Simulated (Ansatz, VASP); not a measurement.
# InPt3C: VASP beside Ansatz

Aim: how closely do two programs agree when they are given the same cell, functional and k mesh? The cell is taken from a series of runs on this material, whose earlier steps may have relaxed, scaled, displaced or heated it; both programs get it as it stands.

Main program and level: Ansatz 0.2.0; plane waves, with VASP 6.6.1 beside it; PBEsol.

**1. Starting point**

Symmetry: Pmna, No. 53, orthorhombic system. Conventional cell: a = 5.937 Å, b = 4.198 Å, c = 5.937 Å, α = 90.00°, β = 90.00°, γ = 90.00°. Nearest to In lie 12 Pt at 2.87 to 3.07 Å. Pt has 2 C at 2.10 Å and 4 In at 2.87 to 3.07 Å and 8 Pt at 2.87 to 3.07 Å nearest. Nearest to Pt lie 2 C at 2.10 Å and 4 Pt at 2.87 Å and 4 In at 2.97 Å. Nearest to C lie 6 Pt at 2.10 Å. Farther neighbours are not listed.

As a file:

```
In Pt C
1.0
    -4.19777    0.00000    0.00000
     0.00000   -4.19777   -4.19777
     0.00000   -4.19777    4.19777
In Pt C
2 6 2
Cartesian
  0.0000 -4.1978 0.0000
  0.0000 0.0000 0.0000
  -1.9589 -4.1978 -2.0989
  -2.2389 -4.1978 2.0989
  -2.2389 -6.2966 0.0000
  -1.9589 -2.0989 0.0000
  0.0000 -2.0989 2.0989
  0.0000 -2.0989 -2.0989
  -2.0989 -2.0989 2.0989
  -2.0989 -2.0989 -2.0989
```

**2. VASP: single point, PBEsol, pair 1**

With cell and atoms fixed, the geometry can't cause a difference; cores, projectors, grids and the points listed under the comparison can.

Lines of VASP's logs that name or quote its potential files are left out, and so is its time.

File INCAR:

```
SYSTEM = InPt3C
PREC = Accurate
ENCUT = 600
EDIFF = 1E-06
NELM = 120
ISMEAR = 1
SIGMA = 0.2
LREAL = .FALSE.
ALGO = Normal
GGA = PS
NBANDS = 58
LASPH = .TRUE.
LORBIT = 11
LWAVE = .FALSE.
LCHARG = .FALSE.
ISIF = 2
GGA_COMPAT = .FALSE.
KPAR = 2
```

File POSCAR:

```
InPt3C
1.0
   -4.1977651068      0.0000000000      0.0000000000
    0.0000000000     -4.1977651068     -4.1977651068
    0.0000000000     -4.1977651068      4.1977651068
In Pt C
2 6 2
Direct
    0.0000000000      0.5000000000      0.5000000000
    0.0000000000      0.0000000000      0.0000000000
    0.4666489200      0.7500000000      0.2500000000
    0.5333510800      0.2500000000      0.7500000000
    0.5333510800      0.7500000000      0.7500000000
    0.4666489200      0.2500000000      0.2500000000
    0.0000000000      0.0000000000      0.5000000000
    0.0000000000      0.5000000000      0.0000000000
    0.5000000000      0.0000000000      0.5000000000
    0.5000000000      0.5000000000      0.0000000000
```

File KPOINTS:

```
Automatic mesh
0
Gamma
8 6 6
0 0 0
```

PAW data sets: In_d, Pt and C (PBE family, release 64).

On the command line:

```sh
> mpirun -np 2 vasp_std
```

Numbers of over 12 decimals in the logs are rounded to 6 here.

Output:

```text
[banner, memory and clock lines left out]
running    2 mpi-ranks, on    1 nodes
 distrk:  each k-point on    1 cores,    2 groups
 distr:  one band on    1 cores,    1 groups

 POSCAR found type information on POSCAR InPtC
 POSCAR found :  3 types and      10 ions
|                                                                             |
|               ----> ADVICE to this user running VASP <----                  |
|                                                                             |
|     You enforced a specific xc type in the INCAR file but a different       |
|     [... a line on the potential file left out ...]
|     I HOPE YOU KNOW WHAT YOU ARE DOING!                                     |
|                                                                             |

 LDA part: xc-table for (Slater+PW92), standard interpolation
 POSCAR, INCAR and KPOINTS ok, starting setup
 FFT: planning ... GRIDC
 FFT: planning ... GRID_SOFT
 FFT: planning ... GRID
 WAVECAR not read
 entering main loop
       N       E                     dE             d eps       ncg     rms          rms(c)
DAV:   1     0.109925236795E+04    0.10993E+04   -0.46731E+04  9324   0.215E+03
DAV:   2     0.994029288635E+02   -0.99985E+03   -0.95129E+03  9914   0.560E+02
DAV:   3    -0.553115239012E+02   -0.15471E+03   -0.14046E+03 10010   0.190E+02
DAV:   4    -0.688693058131E+02   -0.13558E+02   -0.12867E+02 12776   0.546E+01
DAV:   5    -0.693624942454E+02   -0.49319E+00   -0.48936E+00 12054   0.101E+01    0.399E+01
DAV:   6    -0.652781810004E+02    0.40843E+01   -0.16711E+01 11906   0.214E+01    0.181E+01
DAV:   7    -0.650331435602E+02    0.24504E+00   -0.22296E+00 11432   0.881E+00    0.103E+01
DAV:   8    -0.649800604864E+02    0.53083E-01   -0.35774E-01 12850   0.334E+00    0.158E+00
DAV:   9    -0.649581421497E+02    0.21918E-01   -0.99928E-02 11082   0.230E+00    0.851E-01
DAV:  10    -0.649561485210E+02    0.19936E-02   -0.31403E-02 12696   0.118E+00    0.403E-01
DAV:  11    -0.649551950748E+02    0.95345E-03   -0.28132E-03 12048   0.315E-01    0.163E-01
DAV:  12    -0.649551072442E+02    0.87831E-04   -0.10455E-03 11846   0.140E-01    0.394E-02
DAV:  13    -0.649551014130E+02    0.58312E-05   -0.66737E-05 12692   0.620E-02    0.123E-02
DAV:  14    -0.649551012359E+02    0.17714E-06   -0.32139E-06  8032   0.110E-02
   1 F= -.64955101E+02 E0= -.64953997E+02  d E =-.331152E-02
```

OUTCAR, selected parts (step 2):

```text
ion  position               nearest neighbor table
   1  0.000  0.500  0.500-   3 2.87   4 2.87   5 2.87   6 2.87   7 2.97   8 2.97   8 2.97   7 2.97
                             4 3.07   5 3.07   3 3.07   6 3.07
   2  0.000  0.000  0.000-   3 2.87   4 2.87   5 2.87   6 2.87   7 2.97   8 2.97   7 2.97   8 2.97
                             4 3.07   5 3.07   3 3.07   6 3.07
   3  0.467  0.750  0.250-   9 2.10  10 2.10   7 2.87   8 2.87   1 2.87   2 2.87   6 2.97   6 2.97
                             5 2.98   5 2.98   7 3.07   8 3.07   1 3.07   2 3.07
   4  0.533  0.250  0.750-   9 2.10  10 2.10   7 2.87   8 2.87   1 2.87   2 2.87   5 2.97   5 2.97
                             6 2.98   6 2.98   1 3.07   2 3.07   7 3.07   8 3.07
   5  0.533  0.750  0.750-   9 2.10  10 2.10   7 2.87   8 2.87   1 2.87   2 2.87   4 2.97   4 2.97
                             3 2.98   3 2.98   1 3.07   2 3.07   7 3.07   8 3.07
   6  0.467  0.250  0.250-   9 2.10  10 2.10   7 2.87   8 2.87   1 2.87   2 2.87   3 2.97   3 2.97
                             4 2.98   4 2.98   7 3.07   8 3.07   1 3.07   2 3.07
   7  0.000  0.000  0.500-   9 2.10   9 2.10   5 2.87   6 2.87   3 2.87   4 2.87   1 2.97   2 2.97
                             1 2.97   2 2.97   4 3.07   3 3.07   6 3.07   5 3.07
   8  0.000  0.500  0.000-  10 2.10  10 2.10   5 2.87   6 2.87   3 2.87   4 2.87   1 2.97   1 2.97
                             2 2.97   2 2.97   4 3.07   3 3.07   6 3.07   5 3.07
   9  0.500  0.000  0.500-   7 2.10   7 2.10   5 2.10   6 2.10   3 2.10   4 2.10
  10  0.500  0.500  0.000-   8 2.10   8 2.10   5 2.10   6 2.10   3 2.10   4 2.10

  LATTYP: Found a simple tetragonal cell.
 ALAT       =     5.9365363457
 C/A-ratio  =     0.7071067812

 Subroutine GETGRP returns: Found  8 space group operations
 (whereof  4 operations were pure point group operations)

The static configuration has the point symmetry C_2h.
 The point group associated with its full space group is D_2h.

 Found     80 irreducible k-points:

   k-points           NKPTS =     80   k-points in BZ     NKDIM =     80   number of bands    NBANDS=     58

   dimension x,y,z NGX =    36 NGY =   48 NGZ =   48
   dimension x,y,z NGXF=    72 NGYF=   96 NGZF=   96

   ENCUT  =  600.0 eV  44.10 Ry    6.64 a.u.   8.38 11.86 11.86*2*pi/ulx,y,z

   NELECT =      94.0000    total number of electrons

 k-points in reciprocal lattice and weights: Automatic mesh
   0.00000000  0.00000000  0.00000000       0.003
   0.12500000  0.00000000  0.00000000       0.007
   0.25000000  0.00000000  0.00000000       0.007
   0.37500000  0.00000000  0.00000000       0.007
   0.50000000  0.00000000  0.00000000       0.003
   0.00000000  0.16666667  0.00000000       0.007
   0.00000000  0.00000000  0.16666667       0.007
   0.12500000  0.16666667  0.00000000       0.014
   0.12500000  0.00000000  0.16666667       0.014
[...]
0.37500000  0.50000000  0.50000000       0.007
   0.50000000  0.50000000  0.50000000       0.003

 average (electrostatic) potential at core
       1 -90.8515       2 -90.8515       3 -63.4765       4 -63.4765       5 -63.4765
       6 -63.4765       7 -63.4718       8 -63.4718       9 -45.9150      10 -45.9150

 E-fermi :  10.7279

 k-point     1 :       0.0000    0.0000    0.0000
  band No.  band energies     occupation
    ...
     44       9.6902      2.00000
     45       9.7625      2.00000
     46       9.8085      2.00000
     47      10.1290      2.00019
     48      10.2538      2.00405
     49      11.2886     -0.00054
     50      12.3437     -0.00000
     51      12.3584     -0.00000
     52      12.5141     -0.00000
     53      13.1645     -0.00000
    ...

 k-point     2 :       0.1250    0.0000    0.0000
  band No.  band energies     occupation
    ...
     44       9.6387      2.00000
     45       9.7477      2.00000
     46       9.9837      2.00000
     47      10.1269      2.00018
     48      10.2325      2.00257
     49      11.2638     -0.00100
     50      11.8726     -0.00000
     51      12.6158     -0.00000
     52      12.6273     -0.00000
     53      13.6199     -0.00000
    ...

 k-point     3 :       0.2500    0.0000    0.0000
  band No.  band energies     occupation
    ...
     44       9.7371      2.00000
     45       9.8345      2.00000
     46      10.0413      2.00001
     47      10.1384      2.00025
     48      10.3863      2.03640
     49      11.5022     -0.00000
     50      11.8068     -0.00000
     51      13.1653     -0.00000
     52      13.1714     -0.00000
     53      13.2455     -0.00000
    ...

  Total        1.0479368      0.0241606      0.0241606     -0.0000000      0.1963984     -0.0000000
  in kB       11.3490962      0.2616575      0.2616575     -0.0000000      2.1269838     -0.0000000
  external PRESSURE =       3.9574704 kB  Pullay stress =       0.0000000 kB

  energy-cutoff  :      600.00
  volume of cell :      147.94
      direct lattice vectors                 reciprocal lattice vectors
    -4.197765107  0.000000000  0.000000000    -0.238222000  0.000000000  0.000000000
     0.000000000 -4.197765107 -4.197765107     0.000000000 -0.119111000 -0.119111000
     0.000000000 -4.197765107  4.197765107     0.000000000 -0.119111000  0.119111000

 POSITION                                       TOTAL-FORCE (eV/Angst)
 -----------------------------------------------------------------------------------
      0.00000     -4.19777      0.00000         0.000000     -0.000000      0.000000
      0.00000      0.00000      0.00000         0.000000     -0.000000      0.000000
     -1.95888     -4.19777     -2.09888         0.714904     -0.000000     -0.000000
     -2.23888     -4.19777      2.09888        -0.714904      0.000000     -0.000000
     -2.23888     -6.29665      0.00000        -0.714904      0.000000      0.000000
     -1.95888     -2.09888      0.00000         0.714904     -0.000000      0.000000
      0.00000     -2.09888      2.09888         0.000000     -0.000000      0.000000
      0.00000     -2.09888     -2.09888         0.000000     -0.000000      0.000000
     -2.09888     -2.09888      2.09888         0.000000     -0.000000      0.000000
     -2.09888     -2.09888     -2.09888         0.000000     -0.000000      0.000000
 -----------------------------------------------------------------------------------
    total drift:                               -0.000000     -0.000000     -0.000000

  FREE ENERGIE OF THE ION-ELECTRON SYSTEM (eV)
  ---------------------------------------------------
  free  energy   TOTEN  =       -64.9551012359 eV

  energy  without entropy=      -64.9517897125  energy(sigma->0) =      -64.95399739

 total charge
# of ion       s       p       d       tot
------------------------------------------
    1        0.754   0.663   9.918  11.335
    2        0.754   0.663   9.918  11.335
    3        0.587   0.596   8.230   9.413
    4        0.587   0.596   8.230   9.413
    5        0.587   0.596   8.230   9.413
    6        0.587   0.596   8.230   9.413
    7        0.598   0.604   8.225   9.427
    8        0.598   0.604   8.225   9.427
    9        0.833   1.484   0.000   2.317
   10        0.833   1.484   0.000   2.317
--------------------------------------------------
tot          6.717   7.885  69.206  83.808

[... 3 further parts left out ...]
```

The run ends at a pressure of 0.40 GPa, with forces up to 0.71 eV/Å.

**3. Ansatz: single point, PBEsol, pair 1**

Ansatz runs on its PAW soft_1 files.

The same cell, functional, mesh and smearing now go to Ansatz, which takes its cutoff from its data sets.

File input.yaml:

```yaml
crystal:
  lattice:
    - [-4.1977651068, 0.0, 0.0]
    - [0.0, -4.1977651068, -4.1977651068]
    - [0.0, -4.1977651068, 4.1977651068]
  atoms:
    - { symbol: In, position: [0.0, 0.5, 0.5] }
    - { symbol: In, position: [0.0, 1.0, 1.0] }
    - { symbol: Pt, position: [0.46664892, 0.75, 0.25] }
    - { symbol: Pt, position: [0.53335108, 0.25, 0.75] }
    - { symbol: Pt, position: [0.53335108, 0.75, 0.75] }
    - { symbol: Pt, position: [0.46664892, 0.25, 0.25] }
    - { symbol: Pt, position: [1.0, 0.0, 0.5] }
    - { symbol: Pt, position: [1.0, 0.5, 0.0] }
    - { symbol: C, position: [0.5, 0.0, 0.5] }
    - { symbol: C, position: [0.5, 0.5, 0.0] }
kpoints:
  mp_grid: { grid: [8, 6, 6] }
hamiltonian:
  xc: pbesol
  pseudopotentials: { kind: paw, azcp: { folder: soft_1 }, xc_functional: pbe }
scf:
  occupations: { method: methfessel_paxton, width: 0.2 }
output:
  forces: true
  stress: true
  eigenvalues: true
  write_density: true
  write_potential: true
  elf: true
  volumetric_format: npy
```

On the command line:

```sh
> ansatz run input.yaml --threads 4 --pin off --max-ram 10240MiB --backend cpu --events-out ev --progress --plain --runs-dir out
```

Output:

```text
Engine: ansatz 0.2.0, aarch64-unknown-linux-gnu
Pseudopotentials: kind: paw
Pseudopotential: In, paw, valence charge 13, recommended cutoff 420 eV (normal), soft_1/In.paw.azcp
Pseudopotential: Pt, paw, valence charge 18, recommended cutoff 420 eV (normal), soft_1/Pt.paw.azcp
Pseudopotential: C, paw, valence charge 4, recommended cutoff 420 eV (normal), soft_1/C.paw.azcp
Functional definition: PBEsol
  exchange = pbesol_x
  correlation = pbesol_c
Crystal: 10 atoms, lattice volume = 147.940 Å³
Basis set: ecut = 420 eV, 2871 PW (Γ), exchange–correlation on 60×80×80 points (8 copies of the dense FFT grid, shifted against one another)
Bands: 86, of which v1, the nominal top of the filled ones, is band 71 counted from 1 (70 counted from 0)
Symmetry: 8 space group operations
Space group: Pmna (ITA 53), of the structure as read, at distance tolerance 5.3e-5 Å
k-points: 80 of 288
Non-local potential: In, projectors of the file, l = 0: 2, l = 1: 2, l = 2: 2, l = 3: 1
Non-local potential: Pt, projectors of the file, l = 0: 3, l = 1: 2, l = 2: 2, l = 3: 1
Non-local potential: C, projectors of the file, l = 0: 2, l = 1: 2, l = 2: 1
PAW form: soft (Blöchl's): semilocal exchange-correlation on the pseudo side does not see the compensation charge
PAW frozen core: In, regenerated for the run's functional, and the local potential with it (the file was generated under x = pbe(κ = 0.804, μ = 0.219515), c = pbe(β = 0.066725))
PAW frozen core: Pt, regenerated for the run's functional, and the local potential with it (the file was generated under x = pbe(κ = 0.804, μ = 0.219515), c = pbe(β = 0.066725))
PAW frozen core: C, regenerated for the run's functional, and the local potential with it (the file was generated under x = pbe(κ = 0.804, μ = 0.219515), c = pbe(β = 0.066725))
PAW one-centre angular grid: In, 590 points (default); XC on 64 Gauss nodes
PAW one-centre angular grid: Pt, 590 points (default); XC on 64 Gauss nodes
PAW one-centre angular grid: C, 110 points (default); XC on 64 Gauss nodes
Initial density: superposition of atomic densities (chi_scale 0.1, normalization cell, long waves kept (reshape's long-wave potential 0.00 eV rms))
Initial wavefunctions: pseudopotential atomic-orbital guess
Functional: x = pbesol(κ = 0.804, μ = 0.123457), c = pbesol(β = 0.046)
SCF iter   1: F=—  HF=-85859.878743 eV  |F-HF|=—  |Δ(HF+E_count)|=         —  Δρ=1.10e-1  dr2=2.22e1  ethr=3.10e-3  ⟨swp⟩=5.2  Hψ=22248  notcnv=0
preconditioner: auto → Kerker (q_TF=auto, 2.710 Å⁻¹)  [metal: Δε(μ)=0.004 eV  Ē_g=10.857 eV  σ=0.200 eV  W_gap=0.02  n_scr=46 (ndim 8)  ℏωp=29.6 eV  f_vac=0.000  D(μ)=8.02/eV (n_scr^D=68)]
SCF iter   2: F=—  HF=-85855.957170 eV  |F-HF|=—  |Δ(HF+E_count)|=    3.92e0  S|Δr|=    0.00e0  Δρ=5.44e-2  dr2=5.70e0  ethr=3.10e-3  ⟨swp⟩=2.0  Hψ=10890  notcnv=0  defer=382
SCF iter   3: F=—  HF=-85854.580607 eV  |F-HF|=—  |Δ(HF+E_count)|=    1.38e0  S|Δr|=    0.00e0  Δρ=8.37e-3  dr2=1.35e-1  ethr=3.10e-3  ⟨swp⟩=2.0  Hψ=10213  notcnv=0  defer=382
SCF iter   4: F=—  HF=-85854.549899 eV  |F-HF|=—  |Δ(HF+E_count)|=   3.07e-2  S|Δr|=    0.00e0  Δρ=1.76e-3  dr2=5.94e-3  ethr=9.54e-5  ⟨swp⟩=1.5  Hψ=8628  notcnv=0  defer=378
SCF iter   5: F=—  HF=-85854.548517 eV  |F-HF|=—  |Δ(HF+E_count)|=   1.38e-3  S|Δr|=    0.00e0  Δρ=5.51e-4  dr2=1.13e-3  ethr=4.18e-6  ⟨swp⟩=2.0  Hψ=8704  notcnv=0  defer=378
SCF iter   6: F=—  HF=-85854.548179 eV  |F-HF|=—  |Δ(HF+E_count)|=   3.38e-4  S|Δr|=    0.00e0  Δρ=1.72e-4  dr2=8.24e-5  ethr=7.97e-7  ⟨swp⟩=2.0  Hψ=9543  notcnv=0  defer=378
SCF iter   7: F=—  HF=-85854.548068 eV  |F-HF|=—  |Δ(HF+E_count)|=   1.11e-4  S|Δr|=    0.00e0  Δρ=4.11e-5  dr2=2.49e-6  ethr=5.80e-8  ⟨swp⟩=2.0  Hψ=8933  notcnv=0  defer=378
SCF iter   8: F=-85854.548067 eV  HF=-85854.548067 eV  |F-HF|=8.29e-10  |Δ(HF+E_count)|=   3.73e-7  S|Δr|=    0.00e0  Δρ=6.93e-6  dr2=4.53e-8  ethr=7.04e-11  ⟨swp⟩=12.5  Hψ=49919  notcnv=0
SCF 1 converged in 8 iterations: F = -85854.548067 eV  dr2 = 4.53e-8
  greatest PAW one-centre occupation: 1.000 electrons in one spin orbital (limit 2), on the Pt atom at site 7 (counted from 0), in its partial waves of l = 0
SCF converged after 8 iterations
Stability not checked: this state was not tested for a lower state beside it, because cold or Methfessel-Paxton smearing, or corrected tetrahedra, fill the levels in a way that the test cannot read (fill_not_monotonic; see scf.lower_state_search)
Free energy (F): -85854.548067 eV
Harris-Foulkes:  -85854.548067 eV  (|F-HF|=8.29e-10)
Internal energy: -85854.544756 eV  (E = F + TS)
E sigma→0 (E₀):  -85854.547239 eV
Entropy (-TS):   -0.003311 eV (-0.331 meV/atom)
Fermi energy:    19.419122 eV
--- Per-component energies (eV) ---
  E_band       = -987.632357
  E_kinetic    = 4202.379570
  E_local      = -11948.231696  (includes V_loc(G=0)·N_el)
  E_nonlocal   = 1950.714453
  E_hartree    = 4611.663261
  E_xc         = -1762.476740
  E_vxc        = -1920.228514  (∫ρ·V_xc dr)
  E_paw        = -64548.172362  (= ΣΔE_a)
  E_vpaw       = -2495.596255  (= ΣTr[D̂ρ^β])
  E_aug_tail   = 0.006939  (compensation charges beyond the density's cutoff)
  E_ewald      = -18362.664377
  E_core_change = 2.236195  (= ΣΔE_core)
  E_smearing   = -0.003311  (= −TS)
  E_closure    = -0.000000  (closes the sum)
  Σ components = -85854.548067   (vs F -85854.548067, Δ=0.00e0)
--- Forces (eV/Å), atoms counted from 1 ---
  atom   1  In     0.00000000     0.00000000     0.00000000
  atom   2  In     0.00000000     0.00000000     0.00000000
  atom   3  Pt     0.71379171     0.00000000     0.00000000
  atom   4  Pt    -0.71379171    -0.00000000     0.00000000
  atom   5  Pt    -0.71379171    -0.00000000     0.00000000
  atom   6  Pt     0.71379171     0.00000000    -0.00000000
  atom   7  Pt     0.00000000     0.00000000     0.00000000
  atom   8  Pt     0.00000000    -0.00000000    -0.00000000
  atom   9  C      0.00000000     0.00000000     0.00000000
  atom  10  C      0.00000000     0.00000000    -0.00000000
  max |Σ_I F_I| component: 2.22e-16 eV/Å
--- Stress (GPa, compression-positive) ---
        0.963069       0.000000       0.000000
        0.000000      -0.142084       0.216746
        0.000000       0.216746      -0.142084
  P = ⅓ Tr σ = 0.2263 GPa (2.263 kbar)
--- Band table (eV; the first three rows and the last of 80) ---
  k-point 0: bands = [... 67 lower, 18.3691, 18.4495, 18.5004, 18.8155, 18.9395, 19.9861, 21.0298, 21.0438, ... 11 higher]
  k-point 1: bands = [... 67 lower, 18.4214, 18.4760, 18.5964, 18.9504, 19.0705, 19.8561, 20.7058, 21.2260, ... 11 higher]
  k-point 2: bands = [... 67 lower, 18.1960, 18.8464, 18.8673, 18.9736, 19.5068, 19.6029, 20.1905, 21.8190, ... 11 higher]
  k-point 79: bands = [... 67 lower, 17.9240, 18.7866, 18.7866, 18.9141, 18.9141, 20.6255, 20.6255, 21.5464, ... 11 higher]
```

Reading the cycles: dr2 is the Hartree energy of the density residual (eV), the measure of convergence; HF is the Harris–Foulkes estimate of the energy, which meets the free energy F at convergence.

The run ends at a pressure of 0.23 GPa, with forces up to 0.71 eV/Å.

**4. Differences**

Known differences besides the potentials themselves: the data sets hold 142 valence electrons in Ansatz (on its PAW soft_1 files) and 94 in VASP; the cutoff is 420 eV in Ansatz and 600 eV in VASP; Ansatz makes its cores anew for this functional, VASP keeps those of its PBE data sets. Total energies have different zeros and are not compared.

Both answers:

```
      quantity  Ansatz  VASP  difference
pressure (GPa)    0.23  0.40       -0.17
```

Forces (eV/Å; atoms numbered as in POSCAR):

```
atom        Ansatz x, y, z          VASP x, y, z
 In1   0.000, 0.000, 0.000   0.000, 0.000, 0.000
 In2   0.000, 0.000, 0.000   0.000, 0.000, 0.000
 Pt3   0.714, 0.000, 0.000   0.715, 0.000, 0.000
 Pt4  -0.714, 0.000, 0.000  -0.715, 0.000, 0.000
 Pt5  -0.714, 0.000, 0.000  -0.715, 0.000, 0.000
 Pt6   0.714, 0.000, 0.000   0.715, 0.000, 0.000
 Pt7   0.000, 0.000, 0.000   0.000, 0.000, 0.000
 Pt8   0.000, 0.000, 0.000   0.000, 0.000, 0.000
  C9   0.000, 0.000, 0.000   0.000, 0.000, 0.000
 C10   0.000, 0.000, 0.000   0.000, 0.000, 0.000
```

The forces differ by 0.4 meV/Å r.m.s., which is 0.2 % of the r.m.s. force of 0.261 eV/Å (both taken over all components).

(Continued in part 2 of 2.)

[Lines on the potential files, build, host, timing and source positions are cut from VASP's logs without a mark.]

[Logs are printed without paths, hosts, clocks, repeated set-up lines and the standing remarks that a program may print on its own settings, such as how far it seeks lower states.]

[Hosts, paths, dates, database ids (printed as entryN), source tags and the programs' standing remarks are cut or masked in the printed files.]
